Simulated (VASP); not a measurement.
Computed with LDA (Ceperley-Alder, Perdew-Zunger), VASP's LDA PAW potentials (set 64) (plane waves; VASP).

A VASP calculation is set up with these files.

### KPOINTS_OPT
```
k-points along high-symmetry lines
7
Line-mode
Reciprocal
  0.000000   0.000000   0.000000 ! GAMMA
  0.000000   0.000000   0.500000 ! X

  0.000000   0.000000   0.500000 ! X
 -0.500000   0.500000   0.500000 ! M

 -0.500000   0.500000   0.500000 ! M
  0.000000   0.000000   0.000000 ! GAMMA

  0.000000   0.000000   0.000000 ! GAMMA
  0.440477   0.440477  -0.440477 ! Z

 -0.440477   0.559523   0.440477 ! Z_0
 -0.500000   0.500000   0.500000 ! M

  0.000000   0.000000   0.500000 ! X
  0.250000   0.250000   0.250000 ! P

  0.250000   0.250000   0.250000 ! P
  0.000000   0.500000   0.000000 ! N

  0.000000   0.500000   0.000000 ! N
  0.000000   0.000000   0.000000 ! GAMMA
```

File KPOINTS:
```
K-points
0
gamma
 6 6 6
0 0 0
```

File POSCAR:
```
Ba(P2Pd)2
1
   -3.4219100000     3.4219100000     2.9868950000
    3.4219100000    -3.4219100000     2.9868950000
    3.4219100000     3.4219100000    -2.9868950000
Ba P Pd
1 4 2
Direct
  0.0000000000   0.0000000000   0.0000000000
  0.2738100000   0.5000000000   0.7738100000
  0.7261900000   0.5000000000   0.2261900000
  0.5000000000   0.7261900000   0.2261900000
  0.5000000000   0.2738100000   0.7738100000
  0.7500000000   0.2500000000   0.5000000000
  0.2500000000   0.7500000000   0.5000000000
```

### INCAR
```
! general
SYSTEM   =  Ba(P2Pd)2
PREC     =  Accurate
ENCUT    =  300   ! plane-wave cut-off (eV)
LREAL    =  .FALSE.   ! projection in real space or not
LASPH    =  .TRUE.   ! aspherical one-centre terms

! electronic loop
EDIFF    =  1E-6   ! SCF stop (eV)
NELM     =  100
ALGO     =  Normal
LMAXMIX  =  4   ! l cut-off of mixed one-centre charges

! smearing
ISMEAR   =  -1   ! Fermi-Dirac
SIGMA    =  0.136

! ions
ISIF     =  2   ! forces and stress, cell fixed

! output
LWAVE    =  .FALSE.
LCHARG   =  .FALSE.
```

POTCAR, in this order: Ba_sv P Pd (LDA.64 set). Program: vasp_std.

At this cut-off the stress carries a Pulay error, which pulls relaxed volumes low. Unless said otherwise, spin-orbit coupling is left out, though it shifts the bands of the heavy elements here.

### Question
Estimate the energy per atom (σ→0), pressure, largest force, band gap (over mesh and band path).

### Answer

The energy per atom (σ→0) comes out as -6.348 eV/atom, the band gap (over mesh and band path) comes out as none (metal, semimetal or under 0.01 eV) and the pressure is -4.59 GPa. The largest force comes out as 0.00763 Ha/bohr.

OSZICAR:
```
...
DAV:  11    -0.444940179255E+02   -0.42669E-04   -0.12980E-03  2304   0.208E-01    0.113E-01
DAV:  12    -0.444939278355E+02    0.90090E-04   -0.45793E-04  2168   0.172E-01    0.589E-02
DAV:  13    -0.444939282599E+02   -0.42440E-06   -0.94911E-05  2136   0.564E-02    0.103E-02
DAV:  14    -0.444939269973E+02    0.12625E-05   -0.62880E-06  2136   0.118E-02    0.380E-03
DAV:  15    -0.444939270172E+02   -0.19847E-07   -0.65454E-07  1398   0.480E-03
   1 F= -.44493927E+02 E0= -.44433542E+02  d E =-.120770E+00
       N       E                     dE             ncg
       N       E                     dE             ncg
```

The structure comes from a computed database's BaPd2P4 entry (I4/mmm); how it stands against other phases isn't given here. The cell was not relaxed at this level.
